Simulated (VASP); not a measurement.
Input:

```
CELL_PARAMETERS angstrom
      3.00891     0.00000     0.00000
     -1.50446     2.60579     0.00000
      0.00000     0.00000     3.99797
ATOMIC_POSITIONS crystal
  Ta 0.00000 0.00000 0.00000
  Si 0.66667 0.33333 0.50000
```

All values below come from PBEsol GGA, VASP's PBE PAW potentials (set 64) (plane waves; VASP). Settings: 400 eV cut-off, Gaussian smearing of 0.050 eV, potentials Ta_pv Si.

Give the energies of bands 4 to 10 at the high-symmetry points, in eV from the Fermi level.

```csv
band,Γ,M,K,A,L,H
4,-12.02,-7.50,-6.12,-10.01,-7.71,-6.78
5,-4.09,-5.72,-5.12,-7.70,-4.46,-4.91
6,-1.77,-3.79,-3.79,-0.55,-4.43,-3.02
7,0.05,-2.81,-3.09,0.38,-0.51,-2.49
8,0.05,1.45,-1.32,0.38,-0.48,-0.77
9,2.86,3.07,1.83,1.74,0.87,0.92
10,2.86,4.18,1.84,1.74,4.80,5.42
```

It has no gap at this level: it comes out as a metal or semimetal.

The structure was generated: TaSi was put into the WC type (P-6m2), which need not be its known phase. It was relaxed first, which changed the volume by -12 %. The electron count is odd and the run is not spin-polarised, which forces a metal.
